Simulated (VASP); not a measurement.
An input for Ansatz (written as the equivalent of a VASP run, and not itself run):

Ansatz 0.2 input:
```yaml
crystal:
  lattice:
    - [-1.5150000, 1.5150000, 1.5150000]
    - [1.5150000, -1.5150000, 1.5150000]
    - [1.5150000, 1.5150000, -1.5150000]
  atoms:
    - { symbol: V, position: [0.0000000, 0.0000000, 0.0000000] }
kpoints:
  mp_grid: { grid: [15, 15, 15] }
hamiltonian:
  xc: pbe
  pseudopotentials: { kind: paw }
scf:
  occupations: { method: methfessel_paxton, width: 0.1 }
  max_iter: 100
output: { forces: true, stress: true, eigenvalues: true }
```

Write the VASP files for the same calculation (PBE).

This is not unique; one that fits is 
### KPOINTS
```
Automatic mesh
0
Gamma
15 15 15
```

### INCAR
```
ADDGRID=.TRUE.
ALGO=Normal
EDIFF=1E-6
ENCUT=400
GGA=PE
ISIF=2
ISMEAR=1
LASPH=.TRUE.
LCHARG=.FALSE.
LMAXMIX=4
LREAL=.FALSE.
LWAVE=.FALSE.
NELM=100
PREC=Accurate
SIGMA=0.1
SYSTEM=V
```

**POSCAR**
```
V
1
   -1.5150000000     1.5150000000     1.5150000000
    1.5150000000    -1.5150000000     1.5150000000
    1.5150000000     1.5150000000    -1.5150000000
V
1
Direct
  0.0000000000   0.0000000000   0.0000000000
```

POTCAR, in this order: V_sv (PBE.64 set). Program: vasp_std.

Limits of the translation: each code has its own PAW files, so the cut-off isn't converted (ENCUT is set for VASP's; basis.ecutwfc is left out, and Ansatz then takes the one that its files recommend); Ansatz stops its SCF on the density residual and VASP on the energy change (EDIFF).

The compound is V in the bcc structure. The cell was not relaxed at this level. The run is one of a series of settings (ADDGRID = .TRUE. against the base run), some of them coarse on purpose.
